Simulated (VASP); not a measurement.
Output of a VASP run:

**OSZICAR**
```
       N       E                     dE             d eps       ncg     rms          rms(c)
DAV:   1     0.121169047304E+03    0.12117E+03   -0.58700E+03   560   0.833E+02
DAV:   2    -0.878972767718E+01   -0.12996E+03   -0.12458E+03   850   0.173E+02
DAV:   3    -0.227788094590E+02   -0.13989E+02   -0.13937E+02   746   0.658E+01
DAV:   4    -0.230759541366E+02   -0.29714E+00   -0.29650E+00   806   0.120E+01
DAV:   5    -0.230848287499E+02   -0.88746E-02   -0.88692E-02   848   0.189E+00    0.102E+01
DAV:   6    -0.229169803766E+02    0.16785E+00   -0.10319E-01   740   0.192E+00    0.595E+00
DAV:   7    -0.228389113421E+02    0.78069E-01   -0.17265E-01   716   0.248E+00    0.317E-01
DAV:   8    -0.228381611225E+02    0.75022E-03   -0.12838E-02   754   0.816E-01    0.161E-01
DAV:   9    -0.228380643265E+02    0.96796E-04   -0.67763E-04   880   0.176E-01    0.124E-01
DAV:  10    -0.228377535630E+02    0.31076E-03   -0.58573E-04   686   0.132E-01    0.825E-02
DAV:  11    -0.228376844409E+02    0.69122E-04   -0.13845E-04   722   0.629E-02    0.261E-02
DAV:  12    -0.228380445848E+02   -0.36014E-03   -0.38475E-04   692   0.829E-02    0.293E-02
DAV:  13    -0.228381010188E+02   -0.56434E-04   -0.14758E-05   768   0.228E-02    0.111E-02
DAV:  14    -0.228382060996E+02   -0.10508E-03   -0.60500E-06   638   0.171E-02    0.134E-02
DAV:  15    -0.228382177144E+02   -0.11615E-04   -0.22704E-05   656   0.165E-02    0.962E-03
DAV:  16    -0.228382712602E+02   -0.53546E-04   -0.27616E-06   626   0.794E-03    0.130E-02
DAV:  17    -0.228383073303E+02   -0.36070E-04   -0.30274E-06   638   0.660E-03    0.648E-03
DAV:  18    -0.228383179242E+02   -0.10594E-04   -0.39316E-07   626   0.292E-03    0.160E-03
DAV:  19    -0.228383288536E+02   -0.10929E-04   -0.63994E-07   588   0.289E-03    0.190E-03
DAV:  20    -0.228383323782E+02   -0.35246E-05   -0.13616E-07   528   0.134E-03    0.534E-04
DAV:  21    -0.228383336266E+02   -0.12485E-05   -0.47782E-08   510   0.792E-04    0.733E-05
DAV:  22    -0.228383338385E+02   -0.21187E-06   -0.53768E-09   454   0.330E-04    0.994E-05
DAV:  23    -0.228383339590E+02   -0.12047E-06   -0.54650E-09   460   0.243E-04    0.471E-05
DAV:  24    -0.228383339582E+02    0.75056E-09   -0.28089E-10   298   0.807E-05
   1 F= -.22838334E+02 E0= -.22838334E+02  d E =0.000000E+00
```

**OUTCAR**
```
------------------------ aborting loop because EDIFF is reached ----------------------------------------
  FORCE on cell =-STRESS in cart. coord.  units (eV):
  Direction    XX          YY          ZZ          XY          YZ          ZX
  --------------------------------------------------------------------------------------
  Total        0.1149408     -0.1540126      0.0836084      0.0000000      0.0000000      0.0000000
  in kB        0.7004231     -0.9385180      0.5094906      0.0000000      0.0000000      0.0000000
  external PRESSURE =       0.0904652 kB  Pullay stress =       0.0000000 kB
  volume of cell :      262.92
      direct lattice vectors                 reciprocal lattice vectors
     4.397916771  0.000000000  0.000000000     0.227380383  0.000000000  0.000000000
     0.000000000  3.296830170  0.000000000     0.000000000  0.303321660  0.000000000
     0.000000000  0.000000000 18.133460730     0.000000000  0.000000000  0.055146671
 POSITION                                       TOTAL-FORCE (eV/Angst)
 -----------------------------------------------------------------------------------
      2.55730      0.00000     10.12350         0.009777      0.000000      0.021788
      4.03957      1.64842     10.12350        -0.009777      0.000000      0.021788
      1.84061      0.00000      8.00996        -0.009777      0.000000     -0.021788
      0.35834      1.64842      8.00996         0.009777     -0.000000     -0.021788
 -----------------------------------------------------------------------------------
    total drift:                                0.000000     -0.000000     -0.000000
  FREE ENERGIE OF THE ION-ELECTRON SYSTEM (eV)
  ---------------------------------------------------
  free  energy   TOTEN  =       -22.8383339582 eV

  energy  without entropy=      -22.8383339582  energy(sigma->0) =      -22.83833396

 total charge

# of ion       s       p       d       tot
------------------------------------------
    1        1.076   1.382   0.000   2.458
    2        1.076   1.382   0.000   2.458
    3        1.076   1.382   0.000   2.458
    4        1.076   1.382   0.000   2.458
--------------------------------------------------
tot          4.306   5.527   0.000   9.832
```
(Selected blocks of OUTCAR.)

POSCAR:
```
P
1
    4.3979167708     0.0000000000    -0.0000000000
    0.0000000000     3.2968301701     0.0000000000
   -0.0000000000     0.0000000000    18.1334607295
P
4
Direct
  0.5814804774   0.0000000000   0.5582774105
  0.9185195226   0.5000000000   0.5582774105
  0.4185195226   0.0000000000   0.4417225895
  0.0814804774   0.5000000000   0.4417225895
```

Task: Reconstruct the remaining input files.

Result: Several could match; the one computed here: the input of the run itself, PBEsol GGA, plane waves, VASP's PBE PAW potentials (set 64).

### KPOINTS
```
Automatic mesh
0
Gamma
6 8 1
0 0 0
```

### INCAR
```
SYSTEM = P
PREC = Accurate
ENCUT = 400
EDIFF = 1E-7
NELM = 100
ALGO = Normal
LREAL = .FALSE.
LASPH = .TRUE.
ISMEAR = -5
GGA = PS
LWAVE = .FALSE.
LCHARG = .TRUE.
LORBIT = 11
NEDOS = 601
ISIF = 2
```

POTCAR, in this order: P (PBE.64 set). Program: vasp_std.

The cell holds a wide vacuum, so values per volume refer to the whole cell.

The cell is a sheet with vacuum, built from a generated structure.
